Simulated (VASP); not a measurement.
Level of theory: PBEsol GGA, VASP's PBE PAW potentials (set 64) (plane waves; VASP).

Input for VASP

### POSCAR
```
Ru
1
    2.6916765421     0.0000000000     0.0000000000
   -1.3458382710     2.3310604168     0.0000000000
    0.0000000000     0.0000000000     4.2458559801
Ru
2
Direct
  0.6666670000   0.3333330000   0.7500000000
  0.3333330000   0.6666670000   0.2500000000
```

**KPOINTS**
```
Automatic mesh
0
Gamma
17 17 10
0 0 0
```

**INCAR**
```
SYSTEM = Ru
PREC = Normal
ENCUT = 400
EDIFF = 1E-5
NELM = 100
ALGO = Fast
LREAL = .FALSE.
LASPH = .TRUE.
ISMEAR = 1
SIGMA = 0.1
GGA = PS
LMAXMIX = 4
LWAVE = .FALSE.
LCHARG = .FALSE.
NELMIN = 4
IBRION = 2
ISIF = 2
NSW = 20
EDIFFG = -0.03
```

POTCAR, in this order: Ru_pv (PBE.64 set). Program: vasp_std.

Output

### OSZICAR
```
       N       E                     dE             d eps       ncg     rms          rms(c)
DAV:   1     0.241505010446E+03    0.24151E+03   -0.15795E+04  7160   0.144E+03
DAV:   2    -0.164091989594E+02   -0.25791E+03   -0.25260E+03  7510   0.446E+02
DAV:   3    -0.218651365891E+02   -0.54559E+01   -0.53432E+01  7486   0.700E+01
DAV:   4    -0.219267720340E+02   -0.61635E-01   -0.61376E-01  8794   0.638E+00
DAV:   5    -0.219276556883E+02   -0.88365E-03   -0.88360E-03  7734   0.691E-01    0.202E+01
RMM:   6    -0.204407092744E+02    0.14869E+01   -0.37071E+00  7128   0.183E+01    0.521E+00
RMM:   7    -0.203436769449E+02    0.97032E-01   -0.61508E-01  7128   0.608E+00    0.906E-01
RMM:   8    -0.203368911251E+02    0.67858E-02   -0.33555E-02  7128   0.181E+00    0.629E-01
RMM:   9    -0.203345794688E+02    0.23117E-02   -0.48381E-03  7128   0.620E-01    0.865E-02
RMM:  10    -0.203345543647E+02    0.25104E-04   -0.50799E-04  7131   0.246E-01    0.115E-02
RMM:  11    -0.203345648330E+02   -0.10468E-04   -0.11587E-04  6693   0.800E-02    0.112E-02
RMM:  12    -0.203345657921E+02   -0.95906E-06   -0.14771E-05  4357   0.290E-02
   1 F= -.20334566E+02 E0= -.20333931E+02  d E =-.203346E+02
```

OUTCAR:
```
------------------------ aborting loop because EDIFF is reached ----------------------------------------
  FORCE on cell =-STRESS in cart. coord.  units (eV):
  Direction    XX          YY          ZZ          XY          YZ          ZX
  --------------------------------------------------------------------------------------
  Total       -0.2064447     -0.2064447     -0.0468618     -0.0000000      0.0000000     -0.0000000
  in kB      -12.4157404    -12.4157420     -2.8183027     -0.0000000      0.0000000     -0.0000000
  external PRESSURE =      -9.2165951 kB  Pullay stress =       0.0000000 kB
  volume of cell :       26.64
      direct lattice vectors                 reciprocal lattice vectors
     2.691676542  0.000000000  0.000000000     0.371515665  0.214494655  0.000000000
    -1.345838271  2.331060417  0.000000000     0.000000000  0.428989310  0.000000000
     0.000000000  0.000000000  4.245855980     0.000000000  0.000000000  0.235523768
 POSITION                                       TOTAL-FORCE (eV/Angst)
 -----------------------------------------------------------------------------------
      1.34584      0.77702      3.18439        -0.000000      0.000000      0.000000
     -0.00000      1.55404      1.06146         0.000000     -0.000000      0.000000
 -----------------------------------------------------------------------------------
    total drift:                                0.000166     -0.000096      0.000236
  FREE ENERGIE OF THE ION-ELECTRON SYSTEM (eV)
  ---------------------------------------------------
  free  energy   TOTEN  =       -20.3345657921 eV

  energy  without entropy=      -20.3326602230  energy(sigma->0) =      -20.33393060

 reached required accuracy - stopping structural energy minimisation
```
(Selected blocks of OUTCAR.)

File OUTCAR:
```
 val. band max:       13.0736925267   @ k =   0.1176   0.0588   0.4000

 cond. band min:      13.0799761631   @ k =   0.4118   0.1176   0.4000


 Fermi energy:        13.0774389391

 k-point     1 :       0.0000    0.0000    0.0000
  band No.  band energies     occupation
      1     -30.6288      2.00000
      2     -29.6364      2.00000
      3     -29.6364      2.00000
      4     -29.4520      2.00000
      5     -29.4520      2.00000
      6     -29.3958      2.00000
      7       4.8660      2.00000
      8       6.6549      2.00000
      9      10.3604      2.00000
     10      10.3604      2.00000
     11      10.5824      2.00000
     12      11.0751      2.00000
     13      11.0751      2.00000
     14      11.5967      2.00000
     15      11.5968      2.00000
     16      14.2792     -0.00000
     17      14.2792     -0.00000
     18      14.3495     -0.00000

 k-point     2 :       0.0588    0.0000    0.0000
  band No.  band energies     occupation
      1     -30.6163      2.00000
      2     -29.6632      2.00000
      3     -29.6455      2.00000
      4     -29.4803      2.00000
      5     -29.4557      2.00000
      6     -29.4022      2.00000
      7       4.9976      2.00000
      8       6.7561      2.00000
      9      10.0966      2.00000
     10      10.4675      2.00000
     11      10.8130      2.00000
     12      11.0170      2.00000
     13      11.1737      2.00000
     14      11.4667      2.00000
     15      11.5137      2.00000
     16      13.1187      0.36270
     17      14.3322     -0.00000
     18      15.6871      0.00000

 k-point     3 :       0.1176   -0.0000    0.0000
  band No.  band energies     occupation
      1     -30.5793      2.00000
      2     -29.7402      2.00000
      3     -29.6708      2.00000
      4     -29.5598      2.00000
      5     -29.4665      2.00000
      6     -29.4203      2.00000
      7       5.3757      2.00000
      8       7.0296      2.00000
      9       9.7144      2.00000
...
```

The compound is Ru in the hcp structure. It was relaxed first.
